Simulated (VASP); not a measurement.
**SnSe (relaxed from the wurtzite structure, space group P6_3mc): computed properties**

Computed with PBE GGA, VASP's PBE PAW potentials (set 64) (plane waves; VASP).

- space group = P6_3mc (186)
- cell = a = 5.1036 Å, b = 5.1036 Å, c = 6.2097 Å, α = 90.00°, β = 90.00°, γ = 120.00°
- volume per atom = 35.02 Å^3/atom
- band gap (over mesh and band path) = 0.81 eV
- smallest direct gap (over mesh and band path) = 0.81 eV
- band-edge character = direct, H to H
- density = 4.69 g/cm³

SnSe has the hexagonal space group P6₃mc (No. 186), Pearson symbol hP4. Lattice parameters: a = 5.1036 Å, b = 5.1036 Å, c = 6.2097 Å, α = 90.00°, β = 90.00°, γ = 120.00°. Sn on 2b is coordinated by 4 Se at 2.855–2.957 Å and 1 Se at 3.355 Å (trigonal bipyramidal). Se on 2b sees 4 Sn at 2.855–2.957 Å and 1 Sn at 3.355 Å (trigonal bipyramidal). (Neighbours: up to the widest gap in distance over summed covalent radii, below 1.35, at either atom; cation-cation and far metal-metal contacts left out.)

Unless said otherwise, spin-orbit coupling is left out, though it shifts the bands of the heavy elements here.

The structure was generated: SnSe was put into the wurtzite type (P6_3mc), which need not be its known phase. It was relaxed first, which changed the volume by +31 %. Symmetry was kept, so distortions that lower it aren't found.
